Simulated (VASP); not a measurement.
Given:

```
CELL_PARAMETERS angstrom
      0.00000     2.04500     2.04500
      2.04500     0.00000     2.04500
      2.04500     2.04500     0.00000
ATOMIC_POSITIONS crystal
  Ag 0.00000 0.00000 0.00000
```

Level of theory: PW91 GGA, VASP's PBE PAW potentials (set 64) (plane waves; VASP). Run with 520 eV cut-off, 14×14×14 Γ-centred mesh, first-order Methfessel-Paxton smearing of 0.10 eV, potentials Ag.

Energy and stress use the plane-wave basis of the starting cell.

### Question
The ions, cell shape and volume are relaxed. What does this cell relax into?

### Answer

```
CELL_PARAMETERS angstrom
      0.00000     2.07330     2.07330
      2.07330     0.00000     2.07330
      2.07330     2.07330     0.00000
ATOMIC_POSITIONS crystal
  Ag 0.00000 0.00000 0.00000
```
Space group Fm-3m (225), at a tolerance of 0.03 Å.

### Question
How do energy and volume change from the first to the last step?

### Answer
The energy (σ→0) changes by -9.2 meV/atom and the volume by +4.2 %, in 13 ionic steps.

The compound is Ag in the fcc structure. This run relaxes it. Symmetry was kept, so distortions that lower it aren't found.
